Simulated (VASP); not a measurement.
All values below come from optB86b-vdW, VASP's PBE PAW potentials (set 64) (plane waves; VASP 6.6.1).

Input for VASP

**INCAR**
```
AGGAC  =  0.0
ALGO  =  Normal
EDIFF  =  1E-6
EDIFFG  =  -0.01
ENCUT  =  520
GGA  =  MK
IBRION  =  2
ISIF  =  3
ISMEAR  =  1
LASPH  =  .TRUE.
LCHARG  =  .FALSE.
LMAXMIX  =  6
LREAL  =  .FALSE.
LUSE_VDW  =  .TRUE.
LWAVE  =  .FALSE.
NELM  =  100
NSW  =  60
PARAM1  =  0.1234
PARAM2  =  1.0
PREC  =  Accurate
SIGMA  =  0.1
SYSTEM  =  HgTe
```

POSCAR:
```
HgTe
1
    0.0000000000     3.2927698024     3.2927698024
    3.2927698024    -0.0000000000     3.2927698024
    3.2927698024     3.2927698024    -0.0000000000
Hg Te
1 1
Direct
  0.0000000000   0.0000000000   0.0000000000
  0.2500000000   0.2500000000   0.2500000000
```

KPOINTS:
```
Automatic mesh
0
Gamma
9 9 9
0 0 0
```

POTCAR, in this order: Hg Te (PBE.64 set). Program: vasp_std.

Output of the run:

### OSZICAR
```
       N       E                     dE             d eps       ncg     rms          rms(c)
DAV:   1     0.113337601144E+03    0.11334E+03   -0.80524E+03   910   0.119E+03
DAV:   2     0.544434578640E+01   -0.10789E+03   -0.10195E+03   980   0.266E+02
DAV:   3     0.780834411644E+00   -0.46635E+01   -0.46411E+01  1135   0.572E+01
DAV:   4     0.735032098576E+00   -0.45802E-01   -0.45792E-01  1219   0.524E+00
DAV:   5     0.734884462067E+00   -0.14764E-03   -0.14764E-03  1110   0.286E-01    0.694E+00
DAV:   6     0.938633239505E+00    0.20375E+00   -0.50777E-01  1025   0.102E+01    0.562E+00
DAV:   7     0.944427123527E+00    0.57939E-02   -0.10194E-01  1015   0.248E+00    0.213E+00
DAV:   8     0.945224787029E+00    0.79766E-03   -0.95554E-03   930   0.131E+00    0.576E-01
DAV:   9     0.945255227996E+00    0.30441E-04   -0.82147E-04  1045   0.351E-01    0.105E-01
DAV:  10     0.945232989375E+00   -0.22239E-04   -0.92328E-05  1025   0.102E-01    0.489E-02
DAV:  11     0.945223184855E+00   -0.98045E-05   -0.23469E-05   960   0.428E-02    0.234E-02
DAV:  12     0.945224223519E+00    0.10387E-05   -0.33219E-06  1020   0.155E-02    0.127E-02
DAV:  13     0.945224258446E+00    0.34927E-07   -0.19857E-07   475   0.383E-03
   1 F= 0.94522426E+00 E0= 0.94512342E+00  d E =0.945224E+00
```

File OUTCAR:
```
------------------------ aborting loop because EDIFF is reached ----------------------------------------
  FORCE on cell =-STRESS in cart. coord.  units (eV):
  Direction    XX          YY          ZZ          XY          YZ          ZX
  --------------------------------------------------------------------------------------
  Total       -0.0107719     -0.0107719     -0.0107719      0.0000000     -0.0000000     -0.0000000
  in kB       -0.2417078     -0.2417078     -0.2417078      0.0000000     -0.0000000     -0.0000000
  external PRESSURE =      -0.2417078 kB  Pullay stress =       0.0000000 kB
  volume of cell :       71.40
      direct lattice vectors                 reciprocal lattice vectors
     0.000000000  3.292769802  3.292769802    -0.151847845  0.151847845  0.151847845
     3.292769802  0.000000000  3.292769802     0.151847845 -0.151847845  0.151847845
     3.292769802  3.292769802  0.000000000     0.151847845  0.151847845 -0.151847845
 POSITION                                       TOTAL-FORCE (eV/Angst)
 -----------------------------------------------------------------------------------
      0.00000      0.00000      0.00000        -0.000000     -0.000000     -0.000000
      1.64638      1.64638      1.64638         0.000000      0.000000      0.000000
 -----------------------------------------------------------------------------------
    total drift:                                0.000000      0.000000      0.000000
  FREE ENERGIE OF THE ION-ELECTRON SYSTEM (eV)
  ---------------------------------------------------
  free  energy   TOTEN  =         0.9452242584 eV

  energy  without entropy=        0.9449217353  energy(sigma->0) =        0.94512342

 reached required accuracy - stopping structural energy minimisation
```
(Selected blocks of OUTCAR.)

The compound is HgTe in the zinc blende structure. It was relaxed first, which changed the volume by +6 %. The start is the result of an earlier pass.
